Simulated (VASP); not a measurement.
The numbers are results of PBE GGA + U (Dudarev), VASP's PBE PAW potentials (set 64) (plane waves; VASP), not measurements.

Input for VASP

POSCAR:
```
CoO
1.0
  4.2764199048   2.1342764230   2.1342764230
  2.1342764230   4.2764199048   2.1342764230
  2.1342764230   2.1342764230   4.2764199048
Co O
2 2
Cartesian
  0.0000000000   0.0000000000   0.0000000000
  4.2724863754   4.2724863754   4.2724863754
  2.1362431877   2.1362431877   2.1362431877
  6.4087295631   6.4087295631   6.4087295631
```

**KPOINTS**
```
Automatic mesh
0
Gamma
  8 8 8
0 0 0
```

**INCAR**
```
ALGO  =  Normal
EDIFF  =  1E-6
EDIFFG  =  -0.02
ENCUT  =  520
GGA  =  PE
IBRION  =  2
ISIF  =  3
ISMEAR  =  0
ISPIN  =  2
LASPH  =  .TRUE.
LCHARG  =  .FALSE.
LDAU  =  .TRUE.
LDAUJ  =  0 0
LDAUL  =  2 -1
LDAUPRINT  =  1
LDAUTYPE  =  2
LDAUU  =  3.32 0
LMAXMIX  =  4
LORBIT  =  10
LREAL  =  .FALSE.
LWAVE  =  .FALSE.
MAGMOM  =  3.0 -3.0 2*0.0
NELM  =  100
NSW  =  60
PREC  =  Accurate
SIGMA  =  0.05
SYSTEM  =  CoO
```

POTCAR, in this order: Co O (PBE.64 set). Program: vasp_std.

Task: Predict the energy per atom (σ→0), cell moment, volume per atom.

Result: 
| Quantity | Value |
|---|---|
| energy per atom (σ→0) | -6.090 eV/atom |
| cell moment | 0.00 μB |
| volume per atom | 9.79 Å³/atom |

**OSZICAR**
```
...
       N       E                     dE             d eps       ncg     rms          rms(c)
DAV:   1    -0.243586547114E+02   -0.74433E-03   -0.30864E-02  4940   0.177E+00    0.177E-01
DAV:   2    -0.243583317038E+02    0.32301E-03   -0.90756E-04  5462   0.487E-01    0.111E-01
DAV:   3    -0.243582713156E+02    0.60388E-04   -0.86753E-05  5628   0.121E-01    0.683E-02
DAV:   4    -0.243582563987E+02    0.14917E-04   -0.14443E-05  6128   0.556E-02    0.161E-02
DAV:   5    -0.243582549531E+02    0.14456E-05   -0.44263E-06  5224   0.277E-02    0.483E-03
DAV:   6    -0.243582551820E+02   -0.22888E-06   -0.33725E-07  2626   0.859E-03
  20 F= -.24358255E+02 E0= -.24358255E+02  d E =-.344798E-03  mag=     0.0000
```

The compound is CoO in the rock salt, AFM-II order structure. This run relaxes it. Symmetry was kept, so distortions that lower it aren't found. The start is the result of an earlier pass.
